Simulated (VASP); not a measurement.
Data:

```
Ca
1.0
    0.00000     2.79000     2.79000
    2.79000     0.00000     2.79000
    2.79000     2.79000     0.00000
Ca
1
Direct
  0.00000   0.00000   0.00000
```

These are PBE GGA, VASP's PBE PAW potentials (set 64) (plane waves; VASP) values and carry that method's errors. Numerical set-up: 480 eV cut-off, 10×10×10 Γ-centred mesh, first-order Methfessel-Paxton smearing of 0.10 eV, potentials Ca_sv.

Energy and stress use the plane-wave basis of the starting cell.

Question: The ions, cell shape and volume are relaxed. Predict the relaxed structure.

Answer: 
```
Ca
1.0
    0.00000     2.76244     2.76244
    2.76244     0.00000     2.76244
    2.76244     2.76244     0.00000
Ca
1
Direct
  0.00000   0.00000   0.00000
```
Space group Fm-3m (225), at a tolerance of 0.03 Å.

Question: How do energy and volume change from the first to the last step?

Answer: The energy (σ→0) changes by -1.8 meV/atom and the volume by -2.9 %, in 3 ionic steps.

The compound is Ca in the fcc structure. This run relaxes it. Symmetry was kept, so distortions that lower it aren't found.
